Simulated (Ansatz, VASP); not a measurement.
**TaAu (Au-Ta-Ta-Au stack, (111) layers): VASP beside Ansatz**

One calculation is typed for both programs; each brings its own data sets. How far apart do they land? Of the first pair: The structure shown is the start of the Ansatz relaxation below; VASP solves that cell, so the two are compared at the walk's first step.

Calculated with Ansatz 0.2.0; plane waves, with VASP 6.6.1 beside it; LDA.

## 1. Set-up

The cell holds 4 atoms: 2 Au and 2 Ta. Its edges and angles: a = 2.949 Å, b = 2.949 Å, c = 38.246 Å, α = 90.0°, β = 90.0°, γ = 120.0°. It derives from TaAu. Vacuum lies along c. The height across the vacuum is the one that the program set for its solve, not the one typed.

## 2. Ansatz: relaxation, LDA

Ansatz runs on its PAW soft_1 files.

The two programs are compared at the cell with which this relaxation starts, whose forces are those of its first step.

The input, input.yaml:

```yaml
crystal:
  lattice:
    - [2.94887, 0.0, 0.0]
    - [-1.47444, 2.5538, 0.0]
    - [0.0, 0.0, 18.22324]
  atoms:
    - { symbol: Au, position: [0.0, 0.0, 0.30181244] }
    - { symbol: Ta, position: [0.33333333, 0.66666667, 0.43393748] }
    - { symbol: Ta, position: [0.66666667, 0.33333333, 0.56606252] }
    - { symbol: Au, position: [0.0, 0.0, 0.69818756] }
  periodic: [true, true, false]
kpoints:
  mp_grid: { grid: [9, 9, 1] }
hamiltonian:
  xc: lda
  pseudopotentials: { kind: paw, azcp: { folder: soft_1 }, xc_functional: pbe }
scf:
  occupations: { method: gaussian, width: 0.1 }
output:
  forces: true
  stress: true
  eigenvalues: true
relax:
  adjacent_minimum: "off"
  f_tol: 0.05
  max_steps: 80
  cell: { stress_2d_tol: 0.02 }
```

Launch:

```sh
$ ansatz run input.yaml --threads 4 --pin off --max-ram 12288MiB --backend cpu --events-out ev --progress --plain --runs-dir out
```

Numbers of over 12 decimals in the logs are rounded to 6 here.

The log of the run:

```text
Warning: crystal.periodic: the lattice vector that does not repeat stood 0.000° off the slab's normal, 18.223 Å along it as the deck builds it. The run solves the slab on a vector along the normal, 38.246 Å long, with every atom where it was (on the deck's vector they left 11.00 Å outside them, and the widest stretch free of ions among them is 2.41 Å). A fractional position that the run reports is one of the run's ce [...]
The last accepted step is kept in <dir> (removed where the run ends without a failure and the disk answers)
crystal.periodic: the lattice vector that does not repeat stood 0.000° off the slab's normal, 18.223 Å along it as the deck builds it. The run solves the slab on a vector along the normal, 38.246 Å long, with every atom where it was (on the deck's vector they left 11.00 Å outside them, and the widest stretch free of ions among them is 2.41 Å). A fractional position that the run reports is one of the run's cell, which [...]
Engine: ansatz 0.2.0, aarch64-unknown-linux-gnu
Pseudopotentials: kind: paw
Pseudopotential: Au, paw, valence charge 19, recommended cutoff 420 eV (normal), soft_1/Au.paw.azcp
Pseudopotential: Ta, paw, valence charge 13, recommended cutoff 420 eV (normal), soft_1/Ta.paw.azcp
Functional definition: SPW92
  exchange = slater_x
  correlation = pw_c
Crystal: 4 atoms, lattice volume = 288.028 Å³
Basis set: ecut = 420 eV, 5563 PW (Γ)
Bands: 39, of which v1, the nominal top of the filled ones, is band 32 counted from 1 (31 counted from 0)
Symmetry: 12 space group operations
Space group: P-3m1 (ITA 164), of the structure as read, at distance tolerance 6.6e-5 Å
k-points: 12 of 81
Non-local potential: Au, projectors of the file, l = 0: 3, l = 1: 2, l = 2: 2, l = 3: 1
Non-local potential: Ta, projectors of the file, l = 0: 3, l = 1: 2, l = 2: 2, l = 3: 1
PAW form: soft (Blöchl's): semilocal exchange-correlation on the pseudo side does not see the compensation charge
PAW frozen core: Au, regenerated for the run's functional, and the local potential with it (the file was generated under x = pbe(κ = 0.804, μ = 0.219515), c = pbe(β = 0.066725))
PAW frozen core: Ta, regenerated for the run's functional, and the local potential with it (the file was generated under x = pbe(κ = 0.804, μ = 0.219515), c = pbe(β = 0.066725))
PAW one-centre angular grid: Au, 590 points (default); XC on 64 Gauss nodes
PAW one-centre angular grid: Ta, 590 points (default); XC on 64 Gauss nodes
Initial density: superposition of atomic densities (neutral atoms: chi_scale 0, normalization atom)
Initial wavefunctions: pseudopotential atomic-orbital guess
Functional: x = slater, c = lda
SCF iter   1: F=—  HF=-45103.104299 eV  |F-HF|=—  |Δ(HF+E_count)|=         —  Δρ=7.36e-2  dr2=1.12e2  ethr=3.10e-3  ⟨swp⟩=15.8  Hψ=3453  notcnv=0  defer=1
[...]
iter 7 did not close the SCF: its close was put off until two iterations running show no level that it waits for move by more than its bar (scf_convergence_deferred on its scf_iter line)
SCF iter   7: F=-45098.182174 eV  HF=-45098.182174 eV  |F-HF|=2.81e-9  |Δ(HF+E_count)|=   1.83e-7  Δρ=2.44e-6  dr2=1.50e-8  ethr=6.25e-10  ⟨swp⟩=20.4  Hψ=3164  notcnv=0
iter 8 did not close the SCF: its close was put off until two iterations running show no level that it waits for move by more than its bar (scf_convergence_deferred on its scf_iter line)
SCF iter   8: F=-45098.182174 eV  HF=-45098.182174 eV  |F-HF|=2.76e-9  |Δ(HF+E_count)|=   9.54e-9  Δρ=9.68e-7  dr2=3.79e-9  ethr=2.35e-11  ⟨swp⟩=3.3  Hψ=1683  notcnv=0
SCF iter   9: F=-45098.182174 eV  HF=-45098.182174 eV  |F-HF|=7.79e-10  |Δ(HF+E_count)|=  1.02e-10  Δρ=3.09e-7  dr2=5.79e-10  ethr=5.92e-12  ⟨swp⟩=3.4  Hψ=1711  notcnv=0
SCF 5 converged in 9 iterations: F = -45098.182174 eV  dr2 = 5.79e-10
relax step   5: F+E_penalty+E_count = -45098.18217389 eV  Δ(F+E_penalty+E_count) = -1.519e-2 eV  max|allowed force component| = 1.199e-1 eV/Å  Δτ_max = 0.0382 Å  P = -0.070 N/m  Ω = 263.275 Å³  energy of the carried Pulay correction = +1.146e-3 eV  fix = [c, alpha, beta]  reactions: c -0.000 N/m  (9 SCF iters, dr2 threshold 4.00e-7 eV, accepted)
[...]
relax step   6: F+E_penalty+E_count = -45098.18298783 eV  Δ(F+E_penalty+E_count) = -8.139e-4 eV  max|allowed force component| = 1.600e-2 eV/Å  Δτ_max = 0.0048 Å  P = +0.010 N/m  Ω = 262.982 Å³  energy of the carried Pulay correction = +1.160e-3 eV  fix = [c, alpha, beta]  reactions: c +0.000 N/m  (5 SCF iters, dr2 threshold 4.00e-7 eV, accepted)
[...]
relax step   7: F+E_penalty+E_count = -45098.18188043 eV  Δ(F+E_penalty+E_count) = +1.107e-3 eV  max|allowed force component| = 1.618e-2 eV/Å  Δτ_max = 0.0000 Å  P = +0.005 N/m  Ω = 262.982 Å³  fix = [c, alpha, beta]  reactions: c +0.000 N/m  stress off target by 4.51e-3 N/m on what of the cell is left free  SCF on the basis re-selected at this cell (its energy is not comparable with the rows above)  (8 SCF iters)
basis re-selected at this cell: Δ(F+E_penalty+E_count) = +1.107e-3 eV, ΔP = -0.005 N/m vs the last step (what re-selecting the basis moved, of the pressure what is left beyond the Pulay correction that the steps carried, after the strain that the cell walked since its last selection, with what the two solves' SCF thresholds leave and, on support functions, any second-order correction that the steps lacked; it is no m [...]
SCF converged after 8 iterations
Free energy (F): -45098.181880 eV
Harris-Foulkes:  -45098.181880 eV  (|F-HF|=2.18e-11)
Internal energy: -45098.174859 eV  (E = F + TS)
E sigma→0 (E₀):  -45098.178370 eV
Entropy (-TS):   -0.007022 eV (-1.755 meV/atom)
Fermi energy:    -5.044686 eV
--- Per-component energies (eV) ---
  E_band       = -2243.303385
  E_kinetic    = 1948.054149
  E_local      = -338336.688628  (includes V_loc(G=0)·N_el)
  E_nonlocal   = 196.984746
  E_hartree    = 167979.247643
  E_xc         = -1066.737780
  E_vxc        = -992.535415  (∫ρ·V_xc dr)
  E_paw        = -35010.052234  (= ΣΔE_a)
  E_vpaw       = -1017.616936  (= ΣTr[D̂ρ^β])
  E_aug_tail   = 0.003224  (compensation charges beyond the density's cutoff)
  E_ewald      = 159189.450535
  E_core_change = 1.563486  (= ΣΔE_core)
  E_smearing   = -0.007022  (= −TS)
  E_closure    = 0.000000  (closes the sum)
  Σ components = -45098.181880   (vs F -45098.181880, Δ=0.00e0)
--- Forces (eV/Å), atoms counted from 1 ---
  atom   1  Au    -0.00000000    -0.00000000    -0.00515061
  atom   2  Ta     0.00000000     0.00000000     0.01618219
  atom   3  Ta    -0.00000000    -0.00000000    -0.01618219
  atom   4  Au     0.00000000     0.00000000     0.00515061
  max |Σ_I F_I| component: 4.63e-18 eV/Å
--- 2D stress c σ (N/m, compression-positive) ---
        0.004507      -0.000000       0.000000
       -0.000000       0.004507      -0.000000
        0.000000      -0.000000       0.000000
  P = ½ c Tr σ = 0.0045 N/m
--- Band table (eV; the first three rows and the last of 12) ---
  k-point 0: bands = [... 28 lower, -8.3924, -8.3924, -6.1902, -5.6700, -5.0817, -4.3981, -4.3981, -4.1251, ... 3 higher]
  k-point 1: bands = [... 28 lower, -8.4620, -8.4530, -6.0217, -5.3707, -4.9360, -4.8387, -4.3567, -3.9272, ... 3 higher]
  k-point 2: bands = [... 28 lower, -8.5980, -7.9205, -6.2014, -5.6366, -5.2671, -4.6268, -3.6370, -2.7542, ... 3 higher]
  k-point 11: bands = [... 28 lower, -6.4543, -5.4875, -5.3445, -5.0081, -5.0081, -3.4094, -1.6949, -1.6949, ... 3 higher]
--- Relaxed structure (6 steps of the walk, 5 accepted, 1 SCFs on fresh bases) ---
  F+E_penalty+E_count = -45098.18188043 eV   max|allowed force component| = 1.618e-2 eV/Å   (the final SCF, on the basis selected at the relaxed cell)
  cell:  # Å, volume = 262.9823 Å³
    - [2.817748, 2.7583896664123794e-6, 0]
    - [-1.408876, 2.440240, 0]
    - [0, 0, 38.246478]
  atoms:
    - { symbol: Au, position: [0, 0, 0.143660] }
    - { symbol: Ta, position: [0.333333, 0.666667, 0.204984] }
    - { symbol: Ta, position: [0.666667, 0.333333, 0.271484] }
    - { symbol: Au, position: [0, 0, 0.332809] }
```

## 3. VASP: single point, LDA, start cell, pair 1

The same cell, functional (in two slightly different forms), mesh and smearing now go to VASP, with its own data sets.

Lines of VASP's logs that name or quote its potential files are left out, and so is its time.

The input, INCAR:

```
SYSTEM = TaAu
PREC = Accurate
ENCUT = 400
EDIFF = 1E-06
NELM = 120
ISMEAR = 0
SIGMA = 0.1
LREAL = .FALSE.
ALGO = Normal
GGA = CA
NBANDS = 28
LASPH = .TRUE.
LORBIT = 11
LWAVE = .FALSE.
LCHARG = .FALSE.
ISIF = 2
LDIPOL = .TRUE.
IDIPOL = 3
DIPOL = 0.5 0.5 0.238
LVHAR = .TRUE.
GGA_COMPAT = .FALSE.
NELMDL = -8
KPAR = 2
```

The input, POSCAR:

```
TaAu
1.0
    2.9488720000      0.0000030000      0.0000000000
   -1.4744390000      2.5537970000      0.0000000000
    0.0000000000      0.0000000000     38.2464780000
Au Ta
2 2
Direct
    0.0000000000      0.0000000000      0.1438041171
    0.0000000000      0.0000000000      0.3326643306
    0.3333332681      0.6666665361      0.2067575216
    0.6666665361      0.3333330723      0.2697109261
```

The input, KPOINTS:

```
Automatic mesh
0
Gamma
9 9 1
0 0 0
```

PAW data sets: Au and Ta_pv (LDA family, release 64).

Launch:

```sh
$ mpirun -np 2 vasp_std
```

The log of the run:

```text
[banner, memory and clock lines left out]
running    2 mpi-ranks, on    1 nodes
 distrk:  each k-point on    1 cores,    2 groups
 distr:  one band on    1 cores,    1 groups

 POSCAR found type information on POSCAR AuTa
 POSCAR found :  2 types and       4 ions
 LDA part: xc-table for (Slater(with rela. corr.)+CA(PZ))
 , standard interpolation
 POSCAR, INCAR and KPOINTS ok, starting setup
 FFT: planning ... GRIDC
 FFT: planning ... GRID_SOFT
 FFT: planning ... GRID
 WAVECAR not read
 entering main loop
       N       E                     dE             d eps       ncg     rms          rms(c)
DAV:   1     0.254556201181E+03    0.25456E+03   -0.19085E+04   832   0.104E+03
DAV:   2    -0.226138487161E+02   -0.27717E+03   -0.27127E+03   900   0.258E+02
DAV:   3    -0.359489146462E+02   -0.13335E+02   -0.12864E+02   812   0.536E+01
DAV:   4    -0.363801930216E+02   -0.43128E+00   -0.42432E+00   988   0.871E+00
DAV:   5    -0.363899957671E+02   -0.98027E-02   -0.97941E-02   896   0.121E+00
DAV:   6    -0.363903087145E+02   -0.31295E-03   -0.31291E-03  1004   0.201E-01
DAV:   7    -0.363903166523E+02   -0.79379E-05   -0.79372E-05   916   0.274E-02
DAV:   8    -0.363903170324E+02   -0.38008E-06   -0.38001E-06   804   0.478E-03    0.209E+01
DAV:   9    -0.363828770863E+02    0.74399E-02   -0.46751E+01   872   0.420E+01    0.163E+01
DAV:  10    -0.333675424983E+02    0.30153E+01   -0.39816E+01   796   0.226E+01    0.732E+00
DAV:  11    -0.328371541122E+02    0.53039E+00   -0.56721E+00   748   0.121E+01    0.184E+00
DAV:  12    -0.327656614384E+02    0.71493E-01   -0.56531E-01   784   0.396E+00    0.592E-01
DAV:  13    -0.327667579557E+02   -0.10965E-02   -0.40359E-02   908   0.920E-01    0.513E-01
DAV:  14    -0.327669011950E+02   -0.14324E-03   -0.15185E-02   824   0.751E-01    0.311E-01
[...]
DAV:  19    -0.327652473652E+02   -0.40593E-04   -0.79889E-06   644   0.104E-02    0.441E-03
DAV:  20    -0.327652747355E+02   -0.27370E-04   -0.66937E-06   620   0.657E-03    0.160E-03
DAV:  21    -0.327652876548E+02   -0.12919E-04   -0.28038E-06   532   0.307E-03    0.111E-03
DAV:  22    -0.327652943212E+02   -0.66664E-05   -0.48912E-07   484   0.161E-03    0.532E-04
DAV:  23    -0.327652999990E+02   -0.56777E-05   -0.67160E-07   472   0.116E-03    0.514E-04
DAV:  24    -0.327653019363E+02   -0.19373E-05   -0.12519E-07   428   0.731E-04    0.235E-04
DAV:  25    -0.327653029758E+02   -0.10395E-05   -0.22733E-08   396   0.384E-04    0.191E-04
DAV:  26    -0.327653034738E+02   -0.49806E-06   -0.17991E-08   404   0.338E-04
   1 F= -.32765303E+02 E0= -.32748468E+02  d E =-.336710E-01
```

Parts of OUTCAR (step 3):

```text
ion  position               nearest neighbor table
   1  0.000  0.000  0.144-   3 2.95   3 2.95   3 2.95
   2  0.000  0.000  0.333-   4 2.95   4 2.95   4 2.95
   3  0.333  0.667  0.207-   1 2.95   4 2.95   1 2.95   4 2.95   4 2.95   1 2.95
   4  0.667  0.333  0.270-   2 2.95   2 2.95   3 2.95   3 2.95   3 2.95   2 2.95

  LATTYP: Found a hexagonal cell.
 ALAT       =     2.9488720000
 C/A-ratio  =    12.9698671221

 Subroutine GETGRP returns: Found 12 space group operations
 (whereof  6 operations were pure point group operations)

The static configuration has the point symmetry C_3v.
 The point group associated with its full space group is D_3d.

 Found     12 irreducible k-points:

   k-points           NKPTS =     12   k-points in BZ     NKDIM =     12   number of bands    NBANDS=     28

   dimension x,y,z NGX =    20 NGY =   20 NGZ =  250
   dimension x,y,z NGXF=    40 NGYF=   40 NGZF=  500

   ENCUT  =  400.0 eV  29.40 Ry    5.42 a.u.   4.81  4.81 62.37*2*pi/ulx,y,z

   NELECT =      44.0000    total number of electrons

 k-points in reciprocal lattice and weights: Automatic mesh
   0.00000000  0.00000000  0.00000000       0.012
   0.11111111 -0.00000000  0.00000000       0.074
   0.22222222 -0.00000000  0.00000000       0.074
   0.33333333 -0.00000000  0.00000000       0.074
   0.44444444 -0.00000000  0.00000000       0.074
   0.11111111  0.11111111  0.00000000       0.074
   0.22222222  0.11111111  0.00000000       0.148
   0.33333333  0.11111111  0.00000000       0.148
   0.44444444  0.11111111  0.00000000       0.074
   0.22222222  0.22222222  0.00000000       0.074
   0.33333333  0.22222222  0.00000000       0.148
   0.33333333  0.33333333  0.00000000       0.025

 dipolmoment           0.000000      0.000000      0.000002 electrons x Angstroem

 average (electrostatic) potential at core
       1 -75.6257       2 -75.6256       3 -44.9729       4 -44.9729

 E-fermi :  -1.9893

 k-point     1 :       0.0000    0.0000    0.0000
  band No.  band energies     occupation
    ...
     18      -5.1419      2.00000
     19      -5.1297      2.00000
     20      -5.1297      2.00000
     21      -2.3360      2.00000
     22      -2.2578      1.99985
     23      -1.5829      0.00000
     24      -1.5267      0.00000
     25      -1.5267      0.00000
     26      -1.2048      0.00000
     27      -1.2048      0.00000
    ...

 k-point     2 :       0.1111   -0.0000    0.0000
  band No.  band energies     occupation
    ...
     19      -5.1893      2.00000
     20      -5.1764      2.00000
     21      -2.2700      1.99993
     22      -2.2028      1.99747
     23      -1.9878      0.98347
     24      -1.4471      0.00000
     25      -1.1823      0.00000
     26      -1.1466      0.00000
     27      -0.8530      0.00000
     28       0.9211      0.00000

 k-point     3 :       0.2222   -0.0000    0.0000
  band No.  band energies     occupation
    ...
     19      -5.2828      2.00000
     20      -4.6823      2.00000
     21      -2.9005      2.00000
     22      -2.5204      2.00000
     23      -2.0988      1.87854
     24      -1.3557      0.00000
     25      -0.4119      0.00000
     26      -0.3656      0.00000
     27       0.1309      0.00000
     28       1.0104      0.00000

  Total       -7.2563615     -7.2563640     -2.9725130      0.0000011     -0.0000000     -0.0000000
  in kB      -40.3641208    -40.3641345    -16.5348531      0.0000064     -0.0000000     -0.0000000
  external PRESSURE =     -32.4210361 kB  Pullay stress =       0.0000000 kB

  energy-cutoff  :      400.00
  volume of cell :      288.03
      direct lattice vectors                 reciprocal lattice vectors
     2.948872000  0.000003000  0.000000000     0.339112519  0.195787184  0.000000000
    -1.474439000  2.553797000  0.000000000    -0.000000398  0.391573572  0.000000000
     0.000000000  0.000000000 38.246478000     0.000000000  0.000000000  0.026146198

 POSITION                                       TOTAL-FORCE (eV/Angst)
 -----------------------------------------------------------------------------------
      0.00000      0.00000      5.50000        -0.000000     -0.000000      0.847117
      0.00000      0.00000     12.72324         0.000000      0.000000     -0.847117
     -0.00000      1.70253      7.90775         0.000000     -0.000000     -1.326734
      1.47443      0.85127     10.31549        -0.000000      0.000000      1.326734
 -----------------------------------------------------------------------------------
    total drift:                               -0.000000      0.000259      0.000285

  FREE ENERGIE OF THE ION-ELECTRON SYSTEM (eV)
  ---------------------------------------------------
  free  energy   TOTEN  =       -32.7653034738 eV

  energy  without entropy=      -32.7316325128  energy(sigma->0) =      -32.74846799

 vacuum level on the upper side and lower side of the slab         3.131         3.131

 total charge
# of ion       s       p       d       tot
------------------------------------------
    1        0.615   0.290   8.699   9.605
    2        0.615   0.290   8.699   9.605
    3        0.366   6.145   2.343   8.853
    4        0.366   6.145   2.343   8.853
--------------------------------------------------
tot          1.962  12.870  22.084  36.916

[... 3 further parts left out ...]
```

The run ends at a pressure of -3.24 GPa, with forces up to 1.3 eV/Å.

## 4. Comparison

Known differences besides the potentials themselves: the two LDA forms differ slightly; Ansatz cuts the interaction across the vacuum, VASP repeats the sheet with a dipole correction (LDIPOL); the data sets hold 64 valence electrons in Ansatz (on its PAW soft_1 files) and 44 in VASP; the cutoff is 420 eV in Ansatz and 400 eV in VASP; VASP's log shows a relativistic correction to its local exchange, Ansatz's none. Total energies have different zeros and are not compared.

Forces (eV/Å; atoms numbered as in POSCAR):

```csv
atom,"Ansatz x, y, z","VASP x, y, z"
Au1,"0.000, 0.000, 0.897","0.000, 0.000, 0.847"
Au2,"0.000, 0.000, -0.897","0.000, 0.000, -0.847"
Ta3,"0.000, 0.000, -1.340","0.000, 0.000, -1.327"
Ta4,"0.000, 0.000, 1.340","0.000, 0.000, 1.327"
```

The forces differ by 21 meV/Å r.m.s., which is 3.3 % of the r.m.s. force of 0.643 eV/Å (both taken over all components). Where the cell holds vacuum, a pressure given here is an average over it and none of the material.

## 5. Ansatz: relaxation, LDA

This run makes the geometry at which the two programs are then compared.

The structure compared here is the end of the Ansatz relaxation.

This is the run of step 2 again, met here at its other cell.

(Part 1 of 2 ends here.)

[Lines on the potential files, build, host, timing and source positions are cut from VASP's logs without a mark.]

[Logs are printed without paths, hosts, clocks, repeated set-up lines and the standing remarks that a program may print on its own settings, such as how far it seeks lower states.]

[Hosts, paths, dates, database ids (printed as entryN), source tags and the programs' standing remarks are cut or masked in the printed files.]
